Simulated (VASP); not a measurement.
# CdCo2N2 (C2/m) in VASP: further runs

The runs below take CdCo2N2 through single point, with PBE.

All numbers are computed with VASP 6.6.1; they aren't measurements. Logs are shortened: lines on timing, memory, paths and dates and some standing lists are left out, and cuts for length are marked.

**1. Starting point**

Symmetry: C2/m, No. 12, monoclinic system. The conventional cell has a = 5.310 Å, b = 3.064 Å, c = 8.517 Å, α = 90.00°, β = 102.98°, γ = 90.00°. Cd (site symmetry 2/m) is surrounded by 6 Cd at 3.06 to 3.07 Å and 2 Co at 3.29 Å and 6 N at 3.37 to 3.42 Å. Co (site symmetry m) is surrounded by 3 N at 1.82 Å. N (site symmetry m) is surrounded by 3 Co at 1.82 Å.

The cell comes from a database or a generator and needn't be the stable form of this composition.

**2. Single point, PBE**

File INCAR:

```
PREC = Accurate
ENCUT = 520
EDIFF = 1E-7
ISMEAR = -1
SIGMA = 0.05
LREAL = False
LASPH = True
NELM = 120
ALGO = Normal
ISIF = 2
LWAVE = False
LCHARG = True
GGA = PE
LELF = True
LVHAR = True
```

File KPOINTS:

```
Automatic mesh
0
Gamma
  8 8 3
```

File POSCAR:

```
CdCo2N2
1.0
    2.6551227765     -1.5321120750      0.0000000000
    2.6551227765      1.5321120750      0.0000000000
   -1.9130954774      0.0000000000      8.2997261586
Cd Co N
1 2 2
Direct
    0.5000000000      0.5000000000      0.5000000000
    0.6292305000      0.6292305000      0.8967650000
    0.3707695000      0.3707695000      0.1032350000
    0.7217750000      0.7217750000      0.1524330000
    0.2782250000      0.2782250000      0.8475670000
```

Potentials or basis: VASP PAW PBE potentials, release 64 (Cd, Co, N).

On the command line:

```sh
$ cat potpaw_PBE.64/Cd/POTCAR potpaw_PBE.64/Co/POTCAR potpaw_PBE.64/N/POTCAR > POTCAR
$ mpirun -np 1 vasp_std > vasp.out
```

OUTCAR:

```text
PREC = Accurate
   ENCUT = 520
   EDIFF = 1E-7
   ISMEAR = -1
   LREAL = False
   LASPH = True
   NELM = 120
   ISIF = 2
   GGA = PE

 ion  position               nearest neighbor table
   1  0.500  0.500  0.500-   2 3.29   3 3.29
   2  0.629  0.629  0.897-   5 1.82   5 1.82   5 1.82   4 2.12   3 2.46   3 2.46   3 2.46   1 3.29

   3  0.371  0.371  0.103-   4 1.82   4 1.82   4 1.82   5 2.12   2 2.46   2 2.46   2 2.46   1 3.29

   4  0.722  0.722  0.152-   3 1.82   3 1.82   3 1.82   2 2.12
   5  0.278  0.278  0.848-   2 1.82   2 1.82   2 1.82   3 2.12

  LATTYP: Found a base centered monoclinic cell.
 ALAT       =     5.3102455530
 B/A-ratio  =     0.5770400106
 C/A-ratio  =     1.6039480646
 COS(beta)  =    -0.2246113713

  Lattice vectors:

 A1 = (   2.6551227765,  -1.5321120750,   0.0000000000)
 A2 = (   2.6551227765,   1.5321120750,   0.0000000000)
 A3 = (  -1.9130954774,   0.0000000000,   8.2997261586)

Analysis of symmetry for initial positions (statically):
=====================================================================
 Subroutine PRICEL returns:
 Original cell was already a primitive cell.

 Routine SETGRP: Setting up the symmetry group for a
 base centered monoclinic supercell.

 Subroutine GETGRP returns: Found  4 space group operations
 (whereof  4 operations were pure point group operations)
 out of a pool of  4 trial point group operations.

The static configuration has the point symmetry C_2h.

Analysis of symmetry for dynamics (positions and initial velocities):
=====================================================================
 Subroutine PRICEL returns:
 Original cell was already a primitive cell.

 Routine SETGRP: Setting up the symmetry group for a
 base centered monoclinic supercell.

 Subroutine GETGRP returns: Found  4 space group operations
 (whereof  4 operations were pure point group operations)
 out of a pool of  4 trial point group operations.

The dynamic configuration has the point symmetry C_2h.

 Subroutine INISYM returns: Found  4 space group operations
 (whereof  4 operations are pure point group operations),
 and found     1 'primitive' translations

----------------------------------------------------------------------------------------

                                     Primitive cell

  volume of cell :      67.5257

  direct lattice vectors                    reciprocal lattice vectors
     2.655122776 -1.532112075  0.000000000     0.188315209 -0.326346883  0.043406851
     2.655122776  1.532112075  0.000000000     0.188315209  0.326346883  0.043406851
    -1.913095477  0.000000000  8.299726159     0.000000000  0.000000000  0.120485903

  length of vectors
     3.065459895  3.065459895  8.517358077     0.379274387  0.379274387  0.120485903

  position of ions in fractional coordinates (direct lattice)
     0.500000000  0.500000000  0.500000000
     0.629230500  0.629230500  0.896765000
     0.370769500  0.370769500  0.103235000
     0.721775000  0.721775000  0.152433000
     0.278225000  0.278225000  0.847567000

  ion indices of the primitive-cell ions
   primitive index   ion index
                 1           1
                 2           2
                 3           3
                 4           4
                 5           5

----------------------------------------------------------------------------------------

 KPOINTS: Automatic mesh

Automatic generation of k-mesh.
 Grid dimensions read from file:
 generate k-points for:    8    8    3

 Generating k-lattice:

  Cartesian coordinates                     Fractional coordinates (reciprocal lattice)
     0.023539401 -0.040793360  0.005425856     0.125000000  0.000000000 -0.000000000
     0.023539401  0.040793360  0.005425856     0.000000000  0.125000000 -0.000000000
     0.000000000  0.000000000  0.040161968     0.000000000  0.000000000  0.333333333

  Length of vectors
     0.047409298  0.047409298  0.040161968

  Shift w.r.t. Gamma in fractional coordinates (k-lattice)
     0.000000000  0.000000000  0.000000000

 Subroutine IBZKPT returns following result:
 ===========================================

 Found     57 irreducible k-points:

 Following reciprocal coordinates:
            Coordinates               Weight
  0.000000  0.000000  0.000000      1.000000
  0.125000 -0.000000  0.000000      4.000000
  0.250000 -0.000000  0.000000      4.000000
  0.375000 -0.000000  0.000000      4.000000
  0.500000 -0.000000  0.000000      2.000000
  0.125000  0.125000  0.000000      2.000000
[... 16 lines left out ...]
  0.125000 -0.000000  0.333333      4.000000
  0.250000 -0.000000  0.333333      4.000000
 [... further k-points ...]
   k-points           NKPTS =     57   k-points in BZ     NKDIM =     57   number of bands    NBANDS=     24
   number of dos      NEDOS =    301   number of ions     NIONS =      5
   total plane-waves  NPLWV =  36864
   dimension x,y,z NGX =    24 NGY =   24 NGZ =   64
   dimension x,y,z NGXF=    48 NGYF=   48 NGZF=  128
   ions per type =               1   2   2
   NGX,Y,Z   is equivalent  to a cutoff of  13.02, 13.02, 12.49 a.u.
   NGXF,Y,Z  is equivalent  to a cutoff of  26.03, 26.03, 24.98 a.u.
 SYSTEM =  unknown system
   PREC   = accura    normal or accurate (medium, high low for compatibility)
   ISTART =      0    job   : 0-new  1-cont  2-samecut
   ICHARG =      2    charge: 1-file 2-atom 10-const
   ISPIN  =      1    spin polarized calculation?
   LNONCOLLINEAR =      F non collinear calculations
   LSORBIT =      F    spin-orbit coupling
   LASPH  =      T    aspherical Exc in radial PAW
   ENCUT  =  520.0 eV  38.22 Ry    6.18 a.u.   5.70  5.70 15.84*2*pi/ulx,y,z
   NELM   =    120;   NELMIN=  2; NELMDL= -5     # of ELM steps
   EDIFF  = 0.1E-06   stopping-criterion for ELM
   LREAL  =      F    real-space projection
   EDIFFG = 0.1E-05   stopping-criterion for IOM
   NSW    =      0    number of steps for IOM
   IBRION =     -1    ionic relax: 0-MD 1-quasi-New 2-CG
   NFREE  =      0    steps in history (QN), initial steepest desc. (CG)
   ISIF   =      2    stress and relaxation
   ISYM   =      2    0-nonsym 1-usesym 2-fastsym
   POTIM  = 0.5000    time-step for ionic-motion
   TEBEG  =    0.0;   TEEND  =   0.0 temperature during run
   PSTRESS=    0.0 pullay stress
   NELECT =      40.0000    total number of electrons
   NUPDOWN=      -1.0000    fix difference up-down
   EMIN   =  10.00;   EMAX   =-10.00  energy-range for DOS
   EFERMI =   0.00;   METHOD = LEGACY
   ISMEAR =    -1;   SIGMA  =   0.05  broadening in eV -4-tet -1-fermi 0-gaus
   EFERMI_NEDOS =   21; number of points for ismear=-14 and -15
   IALGO  =     38    algorithm
   IMIX   =      4    mixing-type and parameters
     AMIX     =   0.40;   BMIX     =  1.00
     AMIX_MAG =   1.60;   BMIX_MAG =  1.00
  volume/ion in A,a.u.               =      13.51        91.14
  Fermi-wavevector in a.u.,A,eV,Ry     =   1.374902  2.598189 25.719862  1.890357
  Thomas-Fermi vector in A             =   2.500287
   LORBIT       =      0    0 simple, 1 ext, 2 COOP (PROOUT), +10 PAW based schemes
   GGA     = PE    functional components
   LHFCALC =     F    Hartree Fock is set to
   AEXX    =    0.0000 exact exchange contribution
   IVDW    =     0    specifies the selected vdW correction
   LEPSILON=     F    determine dielectric tensor
   LRPA    =     F    only Hartree local field effects (RPA)
 non-spin polarized calculation
  energy-cutoff  :      520.00
  volume of cell :       67.53
 maximum number of plane-waves:      1834
   NGX = 11   NGY = 11   NGZ = 31

 number of electron      40.0000000 magnetization

 Free energy of the ion-electron system (eV)
  ---------------------------------------------------
  ext. energy  EPLUGINS =         0.00000000
  ---------------------------------------------------
  free energy    TOTEN  =       -30.20895419 eV

  energy without entropy =      -30.19103161  energy(sigma->0) =      -30.19999290

 E-fermi :   4.8515     XC(G=0): -11.0780

 val. band max:        4.8052190429   @ k =  -0.2500   0.5000   0.3333
 cond. band min:       4.9679685985   @ k =  -0.3750   0.2500   0.3333
 fundamental gap:      0.1627495556
 Fermi energy:         4.8515170239

 k-point     1 :       0.0000    0.0000    0.0000
  band No.  band energies     occupation
      1     -11.8997      2.00000
      2     -10.9715      2.00000
      3      -3.9954      2.00000
      4      -3.5797      2.00000
      5      -3.5771      2.00000
      6      -3.0584      2.00000
[... 16 lines left out ...]
     23       7.6299      0.00000
     24       7.7177      0.00000

 k-point     2 :       0.1250   -0.0000    0.0000
  band No.  band energies     occupation
      1     -11.7276      2.00000
      2     -10.8585      2.00000
      3      -3.8851      2.00000
      4      -3.6115      2.00000
      5      -3.4627      2.00000
      6      -3.1685      2.00000
[... 16 lines left out ...]
     23       7.2011      0.00000
     24       7.4597      0.00000

 k-point     3 :       0.2500   -0.0000    0.0000
  band No.  band energies     occupation
      1     -11.2821      2.00000
      2     -10.5854      2.00000
      3      -3.9040      2.00000
      4      -3.4548      2.00000
      5      -3.4096      2.00000
      6      -3.1702      2.00000
[... 16 lines left out ...]
     23       6.4690      0.00000
     24       6.8381      0.00000
[... 514 lines left out ...]
 k-point    23 :       0.1250   -0.0000    0.3333
  band No.  band energies     occupation
      1     -11.7248      2.00000
      2     -10.8624      2.00000
      3      -3.8861      2.00000
      4      -3.6119      2.00000
      5      -3.4627      2.00000
      6      -3.1714      2.00000
[... 16 lines left out ...]
     23       7.2011      0.00000
     24       7.4596      0.00000

 k-point    24 :       0.2500   -0.0000    0.3333
  band No.  band energies     occupation
      1     -11.2802      2.00000
      2     -10.5876      2.00000
      3      -3.9043      2.00000
      4      -3.4603      2.00000
      5      -3.4122      2.00000
      6      -3.1702      2.00000
[... 16 lines left out ...]
     23       6.4788      0.00000
     24       6.8381      0.00000

 [... further k-points ...]

------------------------ aborting loop because EDIFF is reached ----------------------------------------

  FORCE on cell =-STRESS in cart. coord.  units (eV):
  Direction    XX          YY          ZZ          XY          YZ          ZX
  --------------------------------------------------------------------------------------
  -------------------------------------------------------------------------------------
  Total       -0.3738942     -0.3829115     -0.1280213      0.0000000      0.0000000      0.0147555
  in kB       -8.8713642     -9.0853162     -3.0375535      0.0000000      0.0000000      0.3501030
  external PRESSURE =      -6.9980780 kB  Pullay stress =       0.0000000 kB

 VOLUME and BASIS-vectors are now :
 -----------------------------------------------------------------------------
  energy-cutoff  :      520.00
  volume of cell :       67.53
      direct lattice vectors                 reciprocal lattice vectors
     2.655122776 -1.532112075  0.000000000     0.188315209 -0.326346883  0.043406851
     2.655122776  1.532112075  0.000000000     0.188315209  0.326346883  0.043406851
    -1.913095477  0.000000000  8.299726159     0.000000000  0.000000000  0.120485903

 POSITION                                       TOTAL-FORCE (eV/Angst)
 -----------------------------------------------------------------------------------
      1.69858      0.00000      4.14986         0.000000      0.000000      0.000000
      1.62577      0.00000      7.44290         0.006687      0.000000     -0.045890
      1.77138      0.00000      0.85682        -0.006687      0.000000      0.045890
      3.54118      0.00000      1.26515        -0.004930      0.000000     -0.077056
     -0.14403      0.00000      7.03457         0.004930      0.000000      0.077056
 -----------------------------------------------------------------------------------
    total drift:                                0.000000      0.000000      0.000000

  FREE ENERGIE OF THE ION-ELECTRON SYSTEM (eV)
  ---------------------------------------------------
  free  energy   TOTEN  =       -30.2089541918 eV

  energy  without entropy=      -30.1910316110  energy(sigma->0) =      -30.19999290
```

Wall time 99 s (1 thread of Intel Xeon Platinum 8488C (Sapphire Rapids), shared host); peak memory 0.24 GiB.

What came out:

```yaml
Free_energy: -30.2090 eV
Pressure: -0.7 GPa
Largest_force: 0.077 eV/Å
Band_gap_on_the_k_mesh: none (metal or under the smearing width)
```

Forces on the atoms (eV/Å):
```
Cd   0.000  0.000  0.000
Co   0.007  0.000 -0.046
Co  -0.007  0.000  0.046
N   -0.005  0.000 -0.077
N    0.005  0.000  0.077
```

Stress tensor (GPa, compression positive):
```
-0.89  0.00  0.04
 0.00 -0.91  0.00
 0.04  0.00 -0.30
```

Caveat: the run has no spin polarisation, though such a crystal can be magnetic. With open d or f shells a metallic result of PBE can be an artefact of self-interaction; +U or a hybrid may open a gap.

**3. Single point, PBE, collinear spin, ferromagnetic start**

INCAR: that of step 2 with these lines changed.

```diff
@@ -12,2 +12,6 @@
 LCHARG = True
+ISPIN = 2
+MAGMOM = 0 2 2 0 0
+LORBIT = 11
+LMAXMIX = 4
 GGA = PE
```

KPOINTS is that of step 2.

POSCAR is that of step 2.

Potentials or basis: VASP PAW PBE potentials, release 64 (Cd, Co, N).

On the command line:

```sh
$ cat potpaw_PBE.64/Cd/POTCAR potpaw_PBE.64/Co/POTCAR potpaw_PBE.64/N/POTCAR > POTCAR
$ mpirun -np 1 vasp_std > vasp.out
```

OUTCAR:

```text
PREC = Accurate
   ENCUT = 520
   EDIFF = 1E-7
   ISMEAR = -1
   LREAL = False
   LASPH = True
   NELM = 120
   ISIF = 2
   ISPIN = 2
   LORBIT = 11
   GGA = PE

 ion  position               nearest neighbor table
   1  0.500  0.500  0.500-   2 3.29   3 3.29
   2  0.629  0.629  0.897-   5 1.82   5 1.82   5 1.82   4 2.12   3 2.46   3 2.46   3 2.46   1 3.29

   3  0.371  0.371  0.103-   4 1.82   4 1.82   4 1.82   5 2.12   2 2.46   2 2.46   2 2.46   1 3.29

   4  0.722  0.722  0.152-   3 1.82   3 1.82   3 1.82   2 2.12
   5  0.278  0.278  0.848-   2 1.82   2 1.82   2 1.82   3 2.12

  LATTYP: Found a base centered monoclinic cell.
 ALAT       =     5.3102455530
 B/A-ratio  =     0.5770400106
 C/A-ratio  =     1.6039480646
 COS(beta)  =    -0.2246113713

  Lattice vectors:
[... 1609 lines left out ...]

  FORCE on cell =-STRESS in cart. coord.  units (eV):
  Direction    XX          YY          ZZ          XY          YZ          ZX
  --------------------------------------------------------------------------------------
  -------------------------------------------------------------------------------------
  Total       -0.3735406     -0.3825862     -0.1288584      0.0000000      0.0000000      0.0147640
  in kB       -8.8629734     -9.0775980     -3.0574161      0.0000000      0.0000000      0.3503036
  external PRESSURE =      -6.9993292 kB  Pullay stress =       0.0000000 kB

 VOLUME and BASIS-vectors are now :
 -----------------------------------------------------------------------------
  energy-cutoff  :      520.00
  volume of cell :       67.53
      direct lattice vectors                 reciprocal lattice vectors
     2.655122776 -1.532112075  0.000000000     0.188315209 -0.326346883  0.043406851
     2.655122776  1.532112075  0.000000000     0.188315209  0.326346883  0.043406851
    -1.913095477  0.000000000  8.299726159     0.000000000  0.000000000  0.120485903

 POSITION                                       TOTAL-FORCE (eV/Angst)
 -----------------------------------------------------------------------------------
      1.69858      0.00000      4.14986        -0.000000      0.000000      0.000000
      1.62577      0.00000      7.44290         0.006689      0.000000     -0.045723
      1.77138      0.00000      0.85682        -0.006689      0.000000      0.045723
      3.54118      0.00000      1.26515        -0.004930      0.000000     -0.077145
     -0.14403      0.00000      7.03457         0.004930      0.000000      0.077145
 -----------------------------------------------------------------------------------
    total drift:                                0.000000      0.000000      0.000000

  FREE ENERGIE OF THE ION-ELECTRON SYSTEM (eV)
  ---------------------------------------------------
  free  energy   TOTEN  =       -30.2089540693 eV

  energy  without entropy=      -30.1910337143  energy(sigma->0) =      -30.19999389

 total charge

# of ion       s       p       d       tot
------------------------------------------
    1        0.546   0.212   9.500  10.258
    2        0.492   0.695   7.450   8.638
    3        0.492   0.695   7.450   8.638
    4        1.288   2.339   0.000   3.627
    5        1.288   2.339   0.000   3.627
--------------------------------------------------
tot          4.107   6.279  24.401  34.786

 magnetization (x)

# of ion       s       p       d       tot
------------------------------------------
    1        0.000   0.000  -0.000   0.000
    2       -0.000  -0.000  -0.000  -0.000
    3       -0.000  -0.000  -0.000  -0.000
    4       -0.000  -0.000   0.000  -0.000
    5       -0.000  -0.000   0.000  -0.000
--------------------------------------------------
tot         -0.000  -0.000  -0.000  -0.000
```

stdout:

```text
POSCAR found type information on POSCAR CdCoN
 POSCAR found :  3 types and       5 ions
 scaLAPACK will be used
 LDA part: xc-table for (Slater+PW92), standard interpolation
 POSCAR, INCAR and KPOINTS ok, starting setup
 FFT: planning ... GRIDC
 FFT: planning ... GRID_SOFT
 FFT: planning ... GRID
 WAVECAR not read
 entering main loop
```

Wall time 3.1 min (1 thread of Intel Xeon Platinum 8488C (Sapphire Rapids), shared host); peak memory 0.32 GiB.

Results:

- Free energy: -30.2090 eV
- Pressure: -0.7 GPa
- Largest force: 0.077 eV/Å
- Band gap on the k mesh: none (metal or under the smearing width)
- Net moment: 0.00 μB per cell
- Valence electrons inside the program's atomic spheres: Cd 10.26; Co 8.64; N 3.63

Forces on the atoms (eV/Å):
```
Cd   0.000  0.000  0.000
Co   0.007  0.000 -0.046
Co  -0.007  0.000  0.046
N   -0.005  0.000 -0.077
N    0.005  0.000  0.077
```

Levels at points of the mesh, in eV from the Fermi level:
Spin up:
| k point | band 18 | band 19 | band 20 | band 21 | band 22 | band 23 |
| --- | --- | --- | --- | --- | --- | --- |
| (0.00, 0.00, 0.00) | -1.08 | -1.08 | 1.24 | 2.61 | 2.78 | 2.78 |
| (0.50, 0.00, 0.00) | -1.16 | -1.13 | -0.48 | -0.08 | 0.33 | 1.20 |
| (0.50, 0.50, 0.00) | -1.14 | -1.13 | -0.48 | -0.11 | 0.65 | 0.90 |
Spin down:
```csv
k point,band 16,band 17,band 18,band 19,band 20,band 21,band 22,band 23,band 24,band 25
"(0.00, 0.00, 0.00)",-2.48,-1.59,-1.08,-1.08,1.24,2.61,2.78,2.78,2.87,2.87
"(0.50, 0.00, 0.00)",-1.83,-1.44,-1.16,-1.13,-0.48,-0.08,0.33,1.20,1.36,1.41
"(0.50, 0.50, 0.00)",-1.86,-1.34,-1.14,-1.13,-0.48,-0.11,0.65,0.90,1.21,1.29
```

Caveat: the starting moments collapsed, and a magnetic state may lie lower.
